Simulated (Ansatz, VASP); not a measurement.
# One calculation of CsBa3, two programs

INCAR

```
PREC = Accurate
ENCUT = 520
EDIFF = 1E-6
ISMEAR = -1
SIGMA = 0.05
LREAL = False
LASPH = True
NELM = 60
ALGO = Fast
ISIF = 2
LWAVE = False
LCHARG = False
GGA = PE
NBANDS = 28
```

File KPOINTS:

```
Automatic mesh
0
Gamma
  4 4 4
```

POSCAR

```
CsBa3
1.0
    6.6043710000      0.0000000000      0.0000000000
    0.0000000000      6.6043710000      0.0000000000
    0.0000000000      0.0000000000      6.6043710000
Ba Cs
3 1
Direct
    0.5000000000      0.5000000000      0.0000000000
    0.5000000000      0.0000000000      0.5000000000
    0.0000000000      0.5000000000      0.5000000000
    0.0000000000      0.0000000000      0.0000000000
```

Contents of input.yaml:

```yaml
crystal:
  lattice:
    - [6.604371, 0.0, 0.0]
    - [0.0, 6.604371, 0.0]
    - [0.0, 0.0, 6.604371]
  atoms:
    - { symbol: Ba, position: [0.5, 0.5, 0.0] }
    - { symbol: Ba, position: [0.5, 0.0, 0.5] }
    - { symbol: Ba, position: [0.0, 0.5, 0.5] }
    - { symbol: Cs, position: [0.0, 0.0, 0.0] }
hamiltonian:
  xc: pbe
  pseudopotentials: { kind: paw }
kpoints:
  mp_grid: { grid: [4, 4, 4] }
scf:
  occupations: { method: fermi_dirac, width: 0.05 }
output:
  forces: true
  stress: true
  eigenvalues: true
```

The cell comes from a database or a generator and needn't be the stable form of this composition.

Alike in both runs: task single point; functional PBE; k mesh 4 × 4 × 4; occupations fermi-dirac, width 0.05 eV; no spin polarisation.

|  | VASP | Ansatz |
| --- | --- | --- |
| version | VASP 6.6.1 | Ansatz 0.2.0 |
| potentials or method | VASP PAW PBE potentials, release 64 (Ba_sv, Cs_sv) | Ansatz PAW |
| plane-wave cutoff (eV) | 520 | 420 |
| valence electrons in the cell | 39 | 39 |

Ansatz gave:

| Quantity | Value |
| --- | --- |
| gap on the k mesh at the Fermi level (eV) | none |
| pressure (GPa) | -0.1 |

Problem. Which values does VASP return?

Solution. gap on the k mesh at the Fermi level (eV): none; pressure (GPa): 0.0.

A gap of «none» marks a metal or a gap that the smearing closes.

Spin-orbit coupling is left out, which matters for the levels of Ba, Cs.
